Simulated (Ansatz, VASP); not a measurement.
# GaGeW (GaGeW in the AlB2 type): VASP beside Ansatz

One calculation is typed for both programs; each brings its own data sets. How far apart do they land? The cell is generated by rule, not measured, and may not be a known phase. The cell is taken from a series of runs on this material, whose earlier steps may have relaxed, scaled, displaced or heated it; both programs get it as it stands.

Program: Ansatz 0.2.0. Level of theory: plane waves, with VASP 6.6.1 beside it; single point at PBEsol. Results are calculated unless marked as measured.

The structure was built from a prototype and need not be the compound's stable phase.

## Step 1: The starting structure

The structure is hexagonal, space group P-6m2 (No. 187). The conventional cell has a = 3.995 Å, b = 3.995 Å, c = 4.195 Å, α = 90.00°, β = 90.00°, γ = 120.00°. Nearest to W lie 6 Ga at 3.12 Å and 6 Ge at 3.12 Å. Ga has 3 Ge at 2.31 Å and 6 W at 3.12 Å nearest. Nearest to Ge lie 3 Ga at 2.31 Å and 6 W at 3.12 Å. Farther neighbours are not listed.

## Step 2: VASP: single point, PBEsol

With cell and atoms fixed, the geometry can't cause a difference; cores, projectors, grids and the points listed under the comparison can.

Lines of VASP's logs that name or quote its potential files are left out, and so is its time.

Input file INCAR:

```
SYSTEM = GaGeW
PREC = Accurate
ENCUT = 600
EDIFF = 1E-06
NELM = 120
ISMEAR = 0
SIGMA = 0.1
LREAL = .FALSE.
ALGO = Normal
GGA = PS
NBANDS = 22
LASPH = .TRUE.
LORBIT = 11
LWAVE = .FALSE.
LCHARG = .FALSE.
ISIF = 2
GGA_COMPAT = .FALSE.
```

Input file POSCAR:

```
GaGeW
1.0
    3.9949600000      0.0000000000      0.0000000000
   -1.9974800000      3.4597400000      0.0000000000
    0.0000000000      0.0000000000      4.1947100000
W Ga Ge
1 1 1
Direct
    0.0000000000      0.0000000000      0.0000000000
    0.3333333333      0.6666666667      0.5000000000
    0.6666666667      0.3333333333      0.5000000000
```

Input file KPOINTS:

```
Automatic mesh
0
Gamma
6 6 4
0 0 0
```

PAW data sets: W, Ga_d and Ge_d (PBE family, release 64).

Started as:

```sh
$ mpirun -np 1 vasp_std
```

Numbers of over 12 decimals in the logs are rounded to 6 here.

The program printed:

```text
[banner, memory and clock lines left out]
running    1 mpi-ranks, on    1 nodes
 distrk:  each k-point on    1 cores,    1 groups
 distr:  one band on    1 cores,    1 groups

 POSCAR found type information on POSCAR W GaGe
 POSCAR found :  3 types and       3 ions
|                                                                             |
|               ----> ADVICE to this user running VASP <----                  |
|                                                                             |
|     You enforced a specific xc type in the INCAR file but a different       |
|     [... a line on the potential file left out ...]
|     I HOPE YOU KNOW WHAT YOU ARE DOING!                                     |
|                                                                             |

 LDA part: xc-table for (Slater+PW92), standard interpolation
 POSCAR, INCAR and KPOINTS ok, starting setup
 FFT: planning ... GRIDC
 FFT: planning ... GRID_SOFT
 FFT: planning ... GRID
 WAVECAR not read
 entering main loop
       N       E                     dE             d eps       ncg     rms          rms(c)
DAV:   1     0.235829777929E+03    0.23583E+03   -0.17406E+04  1038   0.347E+03
DAV:   2     0.186798054180E+02   -0.21715E+03   -0.20941E+03   948   0.696E+02
DAV:   3    -0.175140773054E+02   -0.36194E+02   -0.35083E+02  1104   0.167E+02
DAV:   4    -0.191547264990E+02   -0.16406E+01   -0.16155E+01  1108   0.388E+01
DAV:   5    -0.191906271264E+02   -0.35901E-01   -0.35822E-01  1086   0.593E+00    0.105E+01
DAV:   6    -0.177961410405E+02    0.13945E+01   -0.84540E+00  1190   0.125E+01    0.310E+00
DAV:   7    -0.174271660639E+02    0.36897E+00   -0.15176E+00  1216   0.108E+01    0.230E+00
DAV:   8    -0.173987811831E+02    0.28385E-01   -0.12806E-01  1156   0.317E+00    0.339E-01
DAV:   9    -0.173971287226E+02    0.16525E-02   -0.97695E-03  1082   0.135E+00    0.163E-01
DAV:  10    -0.173969321297E+02    0.19659E-03   -0.68970E-04  1280   0.312E-01    0.651E-02
DAV:  11    -0.173969314257E+02    0.70397E-06   -0.75728E-05  1254   0.116E-01    0.202E-02
DAV:  12    -0.173969318566E+02   -0.43093E-06   -0.72366E-06  1142   0.388E-02
   1 F= -.17396932E+02 E0= -.17382373E+02  d E =-.291176E-01
```

OUTCAR, selected parts (step 2):

```text
ion  position               nearest neighbor table
   1  0.000  0.000  0.000-   2 3.12   3 3.12   2 3.12   3 3.12   3 3.12   3 3.12   2 3.12   2 3.12
                             3 3.12   3 3.12   2 3.12   2 3.12
   2  0.333  0.667  0.500-   3 2.31   3 2.31   3 2.31   1 3.12   1 3.12   1 3.12   1 3.12   1 3.12
                             1 3.12
   3  0.667  0.333  0.500-   2 2.31   2 2.31   2 2.31   1 3.12   1 3.12   1 3.12   1 3.12   1 3.12
                             1 3.12

  LATTYP: Found a hexagonal cell.
 ALAT       =     3.9949600000
 C/A-ratio  =     1.0500005006

 Subroutine GETGRP returns: Found 12 space group operations
 (whereof 12 operations were pure point group operations)

The static configuration has the point symmetry D_3h.

 Found     21 irreducible k-points:

   k-points           NKPTS =     21   k-points in BZ     NKDIM =     21   number of bands    NBANDS=     22

   dimension x,y,z NGX =    32 NGY =   32 NGZ =   36
   dimension x,y,z NGXF=    64 NGYF=   64 NGZF=   72

   ENCUT  =  600.0 eV  44.10 Ry    6.64 a.u.   7.98  7.98  8.38*2*pi/ulx,y,z

   NELECT =      33.0000    total number of electrons

 k-points in reciprocal lattice and weights: Automatic mesh
   0.00000000  0.00000000  0.00000000       0.007
   0.16666667  0.00000000  0.00000000       0.042
   0.33333333  0.00000000  0.00000000       0.042
   0.50000000  0.00000000  0.00000000       0.021
   0.16666667  0.16666667  0.00000000       0.042
   0.33333333  0.16666667  0.00000000       0.083
   0.33333333  0.33333333  0.00000000       0.014
   0.00000000  0.00000000  0.25000000       0.014
   0.16666667  0.00000000  0.25000000       0.083
[...]
0.33333333  0.16666667  0.50000000       0.083
   0.33333333  0.33333333  0.50000000       0.014

 average (electrostatic) potential at core
       1 -40.1535       2 -64.7683       3 -73.4540

 E-fermi :   5.9183

 k-point     1 :       0.0000    0.0000    0.0000
  band No.  band energies     occupation
    ...
     14       3.4573      2.00000
     15       3.5378      2.00000
     16       5.7275      1.99303
     17       5.7275      1.99303
     18       5.8637      1.55986
     19       7.5413      0.00000
     20       7.5413      0.00000
     21       7.5909      0.00000
     22       8.7534      0.00000

 k-point     2 :       0.1667    0.0000    0.0000
  band No.  band energies     occupation
    ...
     13       3.2621      2.00000
     14       3.3249      2.00000
     15       3.7716      2.00000
     16       5.6194      1.99998
     17       5.6548      1.99980
     18       6.3209      0.00000
     19       6.6465      0.00000
     20       6.8445      0.00000
     21       8.4854      0.00000
     22      10.5491      0.00000

 k-point     3 :       0.3333    0.0000    0.0000
  band No.  band energies     occupation
    ...
     13       3.0458      2.00000
     14       3.0648      2.00000
     15       3.6313      2.00000
     16       5.5168      2.00000
     17       5.6515      1.99984
     18       6.2941      0.00000
     19       6.7235      0.00000
     20       7.2958      0.00000
     21       9.9102      0.00000
     22      10.6338      0.00000

  Total       -1.6266831     -1.6266860     -9.5213730      0.0000000     -0.0000000      0.0000000
  in kB      -44.9526909    -44.9527728   -263.1190671      0.0000000     -0.0000000      0.0000000
  external PRESSURE =    -117.6748436 kB  Pullay stress =       0.0000000 kB

  energy-cutoff  :      600.00
  volume of cell :       57.98
      direct lattice vectors                 reciprocal lattice vectors
     3.994960000  0.000000000  0.000000000     0.250315397  0.144519530  0.000000000
    -1.997480000  3.459740000  0.000000000     0.000000000  0.289039061  0.000000000
     0.000000000  0.000000000  4.194710000     0.000000000  0.000000000  0.238395503

 POSITION                                       TOTAL-FORCE (eV/Angst)
 -----------------------------------------------------------------------------------
      0.00000      0.00000      0.00000        -0.000000      0.000000      0.000000
     -0.00000      2.30649      2.09735        -0.000000     -0.000000      0.000000
      1.99748      1.15325      2.09735         0.000000      0.000000      0.000000
 -----------------------------------------------------------------------------------
    total drift:                                0.000002      0.000009      0.000000

  FREE ENERGIE OF THE ION-ELECTRON SYSTEM (eV)
  ---------------------------------------------------
  free  energy   TOTEN  =       -17.3969318566 eV

  energy  without entropy=      -17.3678142551  energy(sigma->0) =      -17.38237306

 total charge
# of ion       s       p       d       tot
------------------------------------------
    1        0.439   0.220   3.825   4.484
    2        0.888   0.897  10.023  11.808
    3        1.138   1.245  10.071  12.453
--------------------------------------------------
tot          2.465   2.362  23.919  28.745

[... 3 further parts left out ...]
```

This run has no spin polarisation. Its electron count is odd, so without a moment it is a metal by construction. The k-mesh is coarse for a metal. The data set W keeps the semicore shell frozen, which is cheaper and a little less accurate.

## Step 3: Ansatz: single point, PBEsol

Ansatz runs on its PAW soft_1 files.

The same cell, functional, mesh and smearing now go to Ansatz, which takes its cutoff from its data sets.

Input file input.yaml:

```yaml
crystal:
  lattice:
    - [3.99496, 0.0, 0.0]
    - [-1.99748, 3.45974, 0.0]
    - [0.0, 0.0, 4.19471]
  atoms:
    - { symbol: W, position: [0.0, 0.0, 0.0] }
    - { symbol: Ga, position: [0.33333333, 0.66666667, 0.5] }
    - { symbol: Ge, position: [0.66666667, 0.33333333, 0.5] }
kpoints:
  mp_grid: { grid: [6, 6, 4] }
hamiltonian:
  xc: pbesol
  pseudopotentials: { kind: paw, azcp: { folder: soft_1 }, xc_functional: pbe }
scf:
  occupations: { method: gaussian, width: 0.1 }
output:
  forces: true
  stress: true
  eigenvalues: true
```

Started as:

```sh
$ ansatz run input.yaml --threads 4 --pin off --max-ram 12288MiB --backend cpu --events-out ev --progress --plain --runs-dir out
```

The program printed:

```text
Engine: ansatz 0.2.0, aarch64-unknown-linux-gnu
Pseudopotentials: kind: paw
Pseudopotential: W, paw, valence charge 14, recommended cutoff 420 eV (normal), soft_1/W.paw.azcp
Pseudopotential: Ga, paw, valence charge 13, recommended cutoff 420 eV (normal), soft_1/Ga.paw.azcp
Pseudopotential: Ge, paw, valence charge 14, recommended cutoff 420 eV (normal), soft_1/Ge.paw.azcp
Functional definition: PBEsol
  exchange = pbesol_x
  correlation = pbesol_c
Crystal: 3 atoms, lattice volume = 57.977 Å³
Basis set: ecut = 420 eV, 1131 PW (Γ), exchange–correlation on 54×54×60 points (8 copies of the dense FFT grid, shifted against one another)
Bands: 25, of which v1, the nominal top of the filled ones, is band 21 counted from 1 (20 counted from 0)
Symmetry: 12 space group operations
Space group: P-6m2 (ITA 187), of the structure as read, at distance tolerance 3.9e-5 Å
k-points: 21 of 144 (time reversal used)
Non-local potential: W, projectors of the file, l = 0: 3, l = 1: 2, l = 2: 2, l = 3: 1
Non-local potential: Ga, projectors of the file, l = 0: 2, l = 1: 2, l = 2: 3, l = 3: 1
Non-local potential: Ge, projectors of the file, l = 0: 2, l = 1: 2, l = 2: 3, l = 3: 1
PAW form: soft (Blöchl's): semilocal exchange-correlation on the pseudo side does not see the compensation charge
PAW frozen core: W, regenerated for the run's functional, and the local potential with it (the file was generated under x = pbe(κ = 0.804, μ = 0.219515), c = pbe(β = 0.066725))
PAW frozen core: Ga, regenerated for the run's functional, and the local potential with it (the file was generated under x = pbe(κ = 0.804, μ = 0.219515), c = pbe(β = 0.066725))
PAW frozen core: Ge, regenerated for the run's functional, and the local potential with it (the file was generated under x = pbe(κ = 0.804, μ = 0.219515), c = pbe(β = 0.066725))
PAW one-centre angular grid: W, 590 points (default); XC on 64 Gauss nodes
PAW one-centre angular grid: Ga, 590 points (default); XC on 64 Gauss nodes
PAW one-centre angular grid: Ge, 590 points (default); XC on 64 Gauss nodes
Initial density: superposition of atomic densities (chi_scale 0.1, normalization cell, long waves kept (reshape's long-wave potential 0.00 eV rms))
Initial wavefunctions: pseudopotential atomic-orbital guess
Functional: x = pbesol(κ = 0.804, μ = 0.123457), c = pbesol(β = 0.046)
SCF iter   1: F=—  HF=-18251.124506 eV  |F-HF|=—  |Δ(HF+E_count)|=         —  Δρ=7.87e-2  dr2=8.75e0  ethr=3.10e-3  ⟨swp⟩=5.3  Hψ=2147  notcnv=0
preconditioner: auto → Kerker (q_TF=auto, 2.575 Å⁻¹)  [metal: Δε(μ)=0.022 eV  Ē_g=16.587 eV  σ=0.100 eV  W_gap=0.13  n_scr=20 (ndim 8)  ℏωp=28.0 eV  f_vac=0.000  D(μ)=6.21/eV (n_scr^D=82)]
SCF iter   2: F=—  HF=-18249.718622 eV  |F-HF|=—  |Δ(HF+E_count)|=    1.41e0  Δρ=2.52e-2  dr2=5.27e-1  ethr=3.10e-3  ⟨swp⟩=2.8  Hψ=958  notcnv=0  defer=3
SCF iter   3: F=—  HF=-18249.600398 eV  |F-HF|=—  |Δ(HF+E_count)|=   1.18e-1  Δρ=1.27e-2  dr2=6.24e-2  ethr=1.29e-3  ⟨swp⟩=2.6  Hψ=971  notcnv=0  defer=4
SCF iter   4: F=—  HF=-18249.584390 eV  |F-HF|=—  |Δ(HF+E_count)|=   1.60e-2  Δρ=3.74e-3  dr2=8.04e-3  ethr=1.52e-4  ⟨swp⟩=2.0  Hψ=894  notcnv=0  defer=3
SCF iter   5: F=—  HF=-18249.580906 eV  |F-HF|=—  |Δ(HF+E_count)|=   3.48e-3  Δρ=1.16e-3  dr2=1.61e-3  ethr=1.96e-5  ⟨swp⟩=2.0  Hψ=711  notcnv=0  defer=3
SCF iter   6: F=—  HF=-18249.580790 eV  |F-HF|=—  |Δ(HF+E_count)|=   1.16e-4  Δρ=8.20e-4  dr2=2.87e-4  ethr=3.94e-6  ⟨swp⟩=2.0  Hψ=856  notcnv=0  defer=3
SCF iter   7: F=—  HF=-18249.580691 eV  |F-HF|=—  |Δ(HF+E_count)|=   9.89e-5  Δρ=2.57e-4  dr2=3.74e-5  ethr=7.00e-7  ⟨swp⟩=2.0  Hψ=859  notcnv=0  defer=3
SCF iter   8: F=—  HF=-18249.580677 eV  |F-HF|=—  |Δ(HF+E_count)|=   1.34e-5  Δρ=1.02e-4  dr2=7.35e-6  ethr=9.12e-8  ⟨swp⟩=2.2  Hψ=822  notcnv=0  defer=3
SCF iter   9: F=—  HF=-18249.580677 eV  |F-HF|=—  |Δ(HF+E_count)|=   1.37e-8  Δρ=3.62e-5  dr2=1.04e-6  ethr=1.79e-8  ⟨swp⟩=2.6  Hψ=812  notcnv=0  defer=3
SCF iter  10: F=-18249.580677 eV  HF=-18249.580677 eV  |F-HF|=1.15e-8  |Δ(HF+E_count)|=   2.02e-7  Δρ=8.63e-6  dr2=4.98e-8  ethr=2.44e-10  ⟨swp⟩=3.5  Hψ=2048  notcnv=0
SCF 1 converged in 10 iterations: F = -18249.580677 eV  dr2 = 4.98e-8
  greatest PAW one-centre occupation: 0.999 electrons in one spin orbital (limit 2), on the W atom at site 0 (counted from 0), in its partial waves of l = 0
SCF converged after 10 iterations
Free energy (F): -18249.580677 eV
Harris-Foulkes:  -18249.580677 eV  (|F-HF|=1.15e-8)
Internal energy: -18249.551657 eV  (E = F + TS)
E sigma→0 (E₀):  -18249.566167 eV
Entropy (-TS):   -0.029020 eV (-9.673 meV/atom)
Fermi energy:    12.696255 eV
--- Per-component energies (eV) ---
  E_band       = -320.025904
  E_kinetic    = 620.811667
  E_local      = -4204.147599  (includes V_loc(G=0)·N_el)
  E_nonlocal   = 106.043787
  E_hartree    = 2182.829383
  E_xc         = -395.686365
  E_vxc        = -347.017932  (∫ρ·V_xc dr)
  E_paw        = -12374.760596  (= ΣΔE_a)
  E_vpaw       = -861.369670  (= ΣTr[D̂ρ^β])
  E_aug_tail   = -0.000045  (compensation charges beyond the density's cutoff)
  E_ewald      = -4186.644663
  E_core_change = 2.002775  (= ΣΔE_core)
  E_smearing   = -0.029020  (= −TS)
  E_closure    = 0.000000  (closes the sum)
  Σ components = -18249.580677   (vs F -18249.580677, Δ=0.00e0)
--- Forces (eV/Å), atoms counted from 1 ---
  atom   1  W      0.00000000    -0.00000000     0.00000000
  atom   2  Ga     0.00000000    -0.00000000     0.00000000
  atom   3  Ge    -0.00000000     0.00000000     0.00000000
  max |Σ_I F_I| component: 7.17e-17 eV/Å
--- Stress (GPa, compression-positive) ---
       -4.117868      -0.000000       0.000000
       -0.000000      -4.117868       0.000000
        0.000000       0.000000     -25.896084
  P = ⅓ Tr σ = -11.3773 GPa (-113.773 kbar)
--- Band table (eV; the first three rows and the last of 21) ---
  k-point 0: bands = [... 17 lower, 10.2188, 10.2970, 12.5129, 12.5129, 12.6199, 14.3251, 14.3251, 14.3581]
  k-point 1: bands = [... 17 lower, 10.6144, 11.8116, 11.8116, 11.8565, 13.3091, 13.5143, 13.5143, 16.6649]
  k-point 2: bands = [... 17 lower, 11.2860, 11.8073, 11.8073, 12.0127, 12.0127, 12.5525, 13.8088, 17.0486]
  k-point 20: bands = [... 17 lower, 9.4137, 9.9957, 12.0165, 13.1580, 13.3008, 13.7769, 14.2569, 14.3731]
```

The run ends at a pressure of -11.38 GPa.

## Step 4: Comparison

Known differences besides the potentials themselves: the data sets hold 41 valence electrons in Ansatz (on its PAW soft_1 files) and 33 in VASP; the cutoff is 420 eV in Ansatz and 600 eV in VASP; Ansatz makes its cores anew for this functional, VASP keeps those of its PBE data sets. Total energies have different zeros and are not compared.

Both answers:

| quantity | Ansatz | VASP | difference |
| --- | --- | --- | --- |
| pressure (GPa) | -11.38 | -11.77 | +0.39 |

## Step 5: Outcome

```json
{"difference in pressure (single point, PBEsol)": "0.39 GPa"}
```

**Reading.** The difference in pressure is 0.39 GPa (single point, PBEsol), within the 1 GPa picked in this series as the mark of a large difference. The data sets hold unlike numbers of valence electrons (41 in Ansatz and 33 in VASP), so part of the differences comes from the potentials. How closely two codes agree says nothing of how well the functional describes the real material.

[Lines on the potential files, build, host, timing and source positions are cut from VASP's logs without a mark.]

[Logs are printed without paths, hosts, clocks, repeated set-up lines and the standing remarks that a program may print on its own settings, such as how far it seeks lower states.]

[Hosts, paths, dates, database ids (printed as entryN), source tags and the programs' standing remarks are cut or masked in the printed files.]
